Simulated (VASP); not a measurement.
All values below come from vdW-DF-cx, VASP's PBE PAW potentials (set 64) (plane waves; VASP).

The input files of a VASP run:

File KPOINTS:
```
k-points along high-symmetry lines
15
Line-mode
Reciprocal
  0.000000   0.000000   0.000000 ! GAMMA
 -0.500000  -0.500000   0.000000 ! X

 -0.500000  -0.500000   0.000000 ! X
 -0.375000  -0.375000   0.250000 ! U

 -0.375000  -0.000000   0.375000 ! K
  0.000000   0.000000   0.000000 ! GAMMA

  0.000000   0.000000   0.000000 ! GAMMA
 -0.000000  -0.000000   0.500000 ! L

 -0.000000  -0.000000   0.500000 ! L
 -0.500000  -0.250000   0.250000 ! W

 -0.500000  -0.250000   0.250000 ! W
 -0.500000  -0.500000   0.000000 ! X
```

File POSCAR:
```
SiC
1
    0.0000000000     2.1847805010     2.1847805010
    2.1847805010     0.0000000000     2.1847805010
    2.1847805010     2.1847805010    -0.0000000000
Si C
1 1
Direct
  0.0000000000   0.0000000000   0.0000000000
  0.2500000000   0.2500000000   0.2500000000
```

INCAR:
```
SIGMA = 0.05   # width (eV)
ALGO = Normal   # blocked Davidson
LCHARG = .FALSE.
ENCUT = 520
ISMEAR = 0   # Gaussian
SYSTEM = SiC
LORBIT = 11   # lm-projected
PREC = Accurate
LWAVE = .FALSE.
LREAL = .FALSE.   # projection in real space or not
ICHARG = 11
AGGAC = 0.0
LUSE_VDW = .TRUE.
LASPH = .TRUE.   # aspherical one-centre terms
GGA = CX
NELM = 100   # most electronic steps
EDIFF = 1E-7   # SCF stop (eV)
```

POTCAR, in this order: Si C (PBE.64 set). Program: vasp_std. Read from the step before: CHGCAR.

Output

**OSZICAR**
```
       N       E                     dE             d eps       ncg     rms          rms(c)
DAV:   1     0.886186330007E+01    0.88619E+01   -0.41185E+03  1464   0.837E+02
DAV:   2    -0.112559374894E+02   -0.20118E+02   -0.18903E+02  2168   0.101E+02
DAV:   3    -0.115429735403E+02   -0.28704E+00   -0.28704E+00  1608   0.153E+01
DAV:   4    -0.115439120385E+02   -0.93850E-03   -0.93850E-03  2408   0.925E-01
DAV:   5    -0.115439126242E+02   -0.58575E-06   -0.58515E-06  1632   0.148E-02
DAV:   6    -0.115439126266E+02   -0.23668E-08   -0.29651E-08  2312   0.753E-04
   1 F= -.11543913E+02 E0= -.11543913E+02  d E =-.632672E-18
```

File OUTCAR:
```
 val. band max:        8.0036696549   @ k =   0.0000   0.0000   0.0000

 cond. band min:       9.3231902340   @ k =  -0.5000  -0.5000   0.0000



 k-point     1 :       0.0000    0.0000    0.0000
  band No.  band energies     occupation
      1      -7.3293      2.00000
      2       8.0037      2.00000
      3       8.0037      2.00000
      4       8.0037      2.00000
      5      14.1613      0.00000
      6      15.2439      0.00000
      7      15.2439      0.00000
      8      15.2439      0.00000

 k-point     2 :      -0.0357   -0.0357    0.0000
  band No.  band energies     occupation
      1      -7.2962      2.00000
      2       7.8962      2.00000
      3       7.9368      2.00000
      4       7.9368      2.00000
      5      14.2576      0.00000
      6      15.1556      0.00000
      7      15.3406      0.00000
      8      15.3406      0.00000

 k-point     3 :      -0.0714   -0.0714    0.0000
  band No.  band energies     occupation
      1      -7.1969      2.00000
      2       7.5960      2.00000
      3       7.7487      2.00000
      4       7.7487      2.00000
      5      14.4708      0.00000
      6      14.9478      0.00000
      7      15.6174      0.00000
      8      15.6174      0.00000

 k-point     4 :      -0.1071   -0.1071    0.0000
  band No.  band energies     occupation
      1      -7.0320      2.00000
      2       7.1520      2.00000
      3       7.4699      2.00000
      4       7.4699      2.00000
      5      14.3417      0.00000
      6      15.0217      0.00000
      7      16.0414      0.00000
      8      16.0414      0.00000

 k-point     5 :      -0.1429   -0.1429    0.0000
  band No.  band energies     occupation
      1      -6.8022      2.00000
      2       6.6114      2.00000
      3       7.1356      2.00000
      4       7.1356      2.00000
      5      13.8631      0.00000
      6      15.2618      0.00000
      7      16.5737      0.00000
      8      16.5737      0.00000
...
```

The density is held fixed in this step, so its total energy and stress have no physical meaning.

The compound is SiC in the zinc blende structure. It was relaxed first.
